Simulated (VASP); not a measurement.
Input:

```yaml
crystal:
  lattice:
    - [0.00000, 2.29960, 2.29960]
    - [2.29960, 0.00000, 2.29960]
    - [2.29960, 2.29960, 0.00000]
  atoms:
    - { symbol: Sc, position: [0.00000, 0.00000, 0.00000] }
    - { symbol: C, position: [0.50000, 0.50000, 0.50000] }
```

Calculation: LDA (Ceperley-Alder, Perdew-Zunger), VASP's LDA PAW potentials (set 64) (plane waves; VASP). Numerical set-up: 520 eV cut-off, 15×15×15 Γ-centred mesh, tetrahedra with Blöchl corrections, potentials Sc_sv C.

**Question.** Estimate the energy per atom (σ→0), band gap (on the k-mesh) with the smallest direct gap where there is one.

**Answer.** 
| Property | Value |
|---|---|
| band gap (on the k-mesh) | none (metal, semimetal or under 0.01 eV) |
| energy per atom (σ→0) | -8.632 eV/atom |

The structure comes from a computed database's ScC entry (Fm-3m); how it stands against other phases isn't given here. It was relaxed first, which changed the volume by -5 %. The electron count is odd and the run is not spin-polarised, which forces a metal.
